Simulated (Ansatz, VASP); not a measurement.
# Two plane-wave programs on AlIn3Sb2N2

```xyz
8
Lattice="-2.9116 2.9116 5.1629 2.9116 -2.9116 5.1629 2.9116 2.9116 -5.1629" Properties=species:S:1:pos:R:3 pbc="T T T"
Al    0.0000    0.0000    0.0000
In    0.0000    0.0000    7.8209
In    0.0000    0.0000    2.5049
In    0.0000    0.0000    5.1629
Sb    0.0000    2.9116    2.5814
Sb    2.9116    0.0000    2.5814
N     0.0000    2.9116    0.0000
N     2.9116    0.0000    0.0000
```

Alike in both runs: functional PBE; k mesh 3 × 3 × 3; occupations gaussian, width 0.15 eV; no spin polarisation.

Ansatz relaxed the structure, and its values are those at the end. VASP's run is a single point on that final structure, the one shown.

|  | VASP | Ansatz |
| --- | --- | --- |
| version | VASP 6.6.1 | Ansatz 0.2.0 |
| potentials or method | VASP PAW PBE potentials, release 64 (Al, In_d, Sb, N) | scalar-relativistic, plane waves, PAW |
| plane-wave cutoff (eV) | 520 | 420 |
| valence electrons in the cell | 62 | 82 |

```tsv
	VASP	Ansatz	Ansatz less VASP
gap on the k mesh at the Fermi level (eV)	none	none	-
pressure (GPa)	0.0	0.1	+0.12
```

A gap of «none» marks a metal or a gap that the smearing closes. The two sets of potentials don't hold the same shells in valence.

Caveats: the k mesh is coarse (spacing up to 0.51 Å⁻¹), so the values aren't converged. Spin-orbit coupling is left out, which matters for the levels of Sb.
